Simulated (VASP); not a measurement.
Level of theory: PBEsol GGA, VASP's PBE PAW potentials (set 64) (plane waves; VASP).

Input for VASP

INCAR:
```
SYSTEM = Al
PREC = Accurate
ENCUT = 400
EDIFF = 1E-6
NELM = 100
ALGO = Normal
LREAL = .FALSE.
LASPH = .TRUE.
ISMEAR = 1
SIGMA = 0.1
GGA = PS
LWAVE = .FALSE.
LCHARG = .FALSE.
IBRION = 2
ISIF = 3
NSW = 60
EDIFFG = -0.01
```

**POSCAR**
```
Al
1
    2.6495640000     0.0000000000     0.0000000000
    0.0000000000     2.6495640000     0.0000000000
    0.0000000000     0.0000000000     2.6495640000
Al
1
Direct
  0.0000000000   0.0000000000   0.0000000000
```

**KPOINTS**
```
K-points
0
gamma
12 12 12
0 0 0
```

POTCAR, in this order: Al (PBE.64 set). Program: vasp_std.

The run wrote:

**OSZICAR**
```
       N       E                     dE             d eps       ncg     rms          rms(c)
DAV:   1    -0.217156958989E+01   -0.21716E+01   -0.75924E+02   925   0.254E+02
DAV:   2    -0.367510518178E+01   -0.15035E+01   -0.14379E+01  1145   0.255E+01
DAV:   3    -0.368820410373E+01   -0.13099E-01   -0.13073E-01  1140   0.258E+00
DAV:   4    -0.368826513382E+01   -0.61030E-04   -0.61030E-04  1265   0.147E-01
DAV:   5    -0.368826555275E+01   -0.41893E-06   -0.41923E-06  1205   0.710E-03    0.121E+00
DAV:   6    -0.368021710838E+01    0.80484E-02   -0.18203E-03  1030   0.232E-01    0.689E-01
DAV:   7    -0.367502520303E+01    0.51919E-02   -0.44368E-03   955   0.358E-01    0.132E-01
DAV:   8    -0.367501996149E+01    0.52415E-05   -0.51789E-05  1295   0.692E-02    0.245E-02
DAV:   9    -0.367501948293E+01    0.47855E-06   -0.69952E-07   995   0.495E-03
   1 F= -.36750195E+01 E0= -.36751024E+01  d E =-.367502E+01
       N       E                     dE             d eps       ncg     rms          rms(c)
DAV:   1    -0.369043008615E+01   -0.15410E-01   -0.21442E-01  1035   0.283E+00    0.398E-01
DAV:   2    -0.368859123130E+01    0.18389E-02   -0.23834E-03   900   0.404E-01    0.146E-01
DAV:   3    -0.368744180722E+01    0.11494E-02   -0.84570E-04   985   0.152E-01    0.585E-02
DAV:   4    -0.368736669473E+01    0.75112E-04   -0.76249E-05  1070   0.485E-02    0.381E-02
DAV:   5    -0.368736570620E+01    0.98853E-06   -0.90439E-07   805   0.923E-03
   2 F= -.36873657E+01 E0= -.36874073E+01  d E =-.123462E-01
       N       E                     dE             d eps       ncg     rms          rms(c)
DAV:   1    -0.368752410518E+01   -0.15741E-03   -0.21707E-03  1015   0.287E-01    0.398E-02
DAV:   2    -0.368750683268E+01    0.17272E-04   -0.22824E-05   890   0.395E-02    0.143E-02
DAV:   3    -0.368749645409E+01    0.10379E-04   -0.77400E-06   980   0.146E-02    0.612E-03
DAV:   4    -0.368749587509E+01    0.57900E-06   -0.82773E-07   485   0.507E-03
   3 F= -.36874959E+01 E0= -.36875275E+01  d E =-.124764E-01
```

### OUTCAR
```
------------------------ aborting loop because EDIFF is reached ----------------------------------------
  FORCE on cell =-STRESS in cart. coord.  units (eV):
  Direction    XX          YY          ZZ          XY          YZ          ZX
  --------------------------------------------------------------------------------------
  Total        0.0026799      0.0026799      0.0026799      0.0000000      0.0000000      0.0000000
  in kB        0.2179549      0.2179549      0.2179549      0.0000000      0.0000000      0.0000000
  external PRESSURE =       0.2179549 kB  Pullay stress =       0.0000000 kB
  volume of cell :       19.70
      direct lattice vectors                 reciprocal lattice vectors
     2.700761570 -0.000000000 -0.000000000     0.370265932 -0.000000000 -0.000000000
     0.000000000  2.700761570 -0.000000000     0.000000000  0.370265932 -0.000000000
     0.000000000  0.000000000  2.700761570     0.000000000  0.000000000  0.370265932
 POSITION                                       TOTAL-FORCE (eV/Angst)
 -----------------------------------------------------------------------------------
      0.00000      0.00000      0.00000        -0.000000     -0.000000      0.000000
 -----------------------------------------------------------------------------------
    total drift:                               -0.000000     -0.000000     -0.000000
  FREE ENERGIE OF THE ION-ELECTRON SYSTEM (eV)
  ---------------------------------------------------
  free  energy   TOTEN  =        -3.6874958751 eV

  energy  without entropy=       -3.6875908553  energy(sigma->0) =       -3.68752754

 reached required accuracy - stopping structural energy minimisation
```
(Selected blocks of OUTCAR.)

CONTCAR:
```
Al
   1.00000000000000
     2.7007615696209779   -0.0000000000000000   -0.0000000000000000
     0.0000000000000000    2.7007615696209779   -0.0000000000000000
     0.0000000000000000    0.0000000000000000    2.7007615696209779
  Al
     1
Direct
     0.0000000000000000    0.0000000000000000    0.0000000000000000
```

**OUTCAR**
```
 val. band max:        5.7515562991   @ k =   0.5000   0.5000   0.1667

 cond. band min:       5.8493390379   @ k =   0.3333   0.1667   0.1667


 Fermi energy:         5.8090365368

 k-point     1 :       0.0000    0.0000    0.0000
  band No.  band energies     occupation
      1      -3.8753      2.00000
      2      13.8527      0.00000
      3      13.8527      0.00000
      4      15.0922      0.00000
      5      15.0922      0.00000

 k-point     2 :       0.0833    0.0000    0.0000
  band No.  band energies     occupation
      1      -3.7359      2.00000
      2      11.8788      0.00000
      3      13.9695      0.00000
      4      15.2090      0.00000
      5      15.2090      0.00000

 k-point     3 :       0.1667    0.0000    0.0000
  band No.  band energies     occupation
      1      -3.3190      2.00000
      2       9.4044      0.00000
      3      14.3136      0.00000
      4      15.5591      0.00000
      5      15.5591      0.00000

 k-point     4 :       0.2500    0.0000    0.0000
  band No.  band energies     occupation
      1      -2.6284      2.00000
      2       7.0379     -0.00000
      3      14.8567      0.00000
      4      16.1405      0.00000
      5      16.1405      0.00000

 k-point     5 :       0.3333    0.0000    0.0000
  band No.  band energies     occupation
      1      -1.6725      2.00000
      2       4.8595      2.00000
      3      15.5318      0.00000
      4      16.9462      0.00000
      5      16.9462      0.00000

 k-point     6 :       0.4167    0.0000    0.0000
  band No.  band energies     occupation
      1      -0.4771      2.00000
      2       2.9228      2.00000
      3      16.1707      0.00000
      4      17.9394      0.00000
      5      17.9394      0.00000

 k-point     7 :       0.5000    0.0000    0.0000
  band No.  band energies     occupation
      1       0.5771      2.00000
      2       1.6204      2.00000
      3      16.4588      0.00000
...
```

Energy and stress use the plane-wave basis of the starting cell.

The structure was generated: Al was put into the simple-cubic type (Pm-3m), which need not be its known phase. This run relaxes it. Symmetry was kept, so distortions that lower it aren't found.
